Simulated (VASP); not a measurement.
Here is the system:

```xyz
5
Lattice="5.5829 0.0000 0.0000 0.0000 5.5829 0.0000 0.0000 0.0000 5.5829" Properties=species:S:1:pos:R:3 pbc="T T T"
Cs     0.0000     0.0000     0.0000
Pb     2.7914     2.7914     2.7914
Cl     2.7914     0.0000     2.7914
Cl     0.0000     2.7914     2.7914
Cl     2.7914     2.7914     0.0000
```

The numbers are results of LDA (Ceperley-Alder, Perdew-Zunger), VASP's LDA PAW potentials (set 64) (plane waves; VASP), not measurements. Settings: 520 eV cut-off, 4×4×4 Γ-centred mesh, Gaussian smearing of 0.050 eV, potentials Cs_sv Pb_d Cl.

Unless said otherwise, spin-orbit coupling is left out, though it shifts the bands of the heavy elements here.

Problem. Estimate the energy per atom (σ→0), band gap (on the k-mesh) with the smallest direct gap where there is one.

Solution. 
| Item | Value |
|---|---|
| band gap (on the k-mesh) | 1.65 eV |
| smallest direct gap (on the k-mesh) | 1.65 eV |
| energy per atom (σ→0) | -374.2 kJ/mol-atom |

The absolute energy has meaning only against runs of the same code, potentials and settings.

The compound is CsPbCl3 in the cubic perovskite structure, the ideal cubic form; the compound distorts at low or room temperature. This cell is one point of a volume scan, at 1.03 of the reference volume.
